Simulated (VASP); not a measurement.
Given:

```
CELL_PARAMETERS angstrom
      0.00000     3.51390     3.51390
      3.51390     0.00000     3.51390
      3.51390     3.51390     0.00000
ATOMIC_POSITIONS crystal
  Rb 0.00000 0.00000 0.00000
  Br 0.50000 0.50000 0.50000
```

Level of theory: PBE GGA, VASP's PBE PAW potentials (set 64) (plane waves; VASP 6.6.1). Run with 400 eV cut-off, 6×6×6 Γ-centred mesh, Gaussian smearing of 0.050 eV, potentials Rb_sv Br.

Predict the energy per atom (σ→0), band gap (on the k-mesh) with the smallest direct gap where there is one.

```json
{
  "band gap (on the k-mesh)": "4.18 eV",
  "smallest direct gap (on the k-mesh)": "4.18 eV",
  "energy per atom (σ→0)": "-3.058 eV/atom"
}
```

The compound is RbBr in the rock salt structure. The cell was not relaxed at this level.
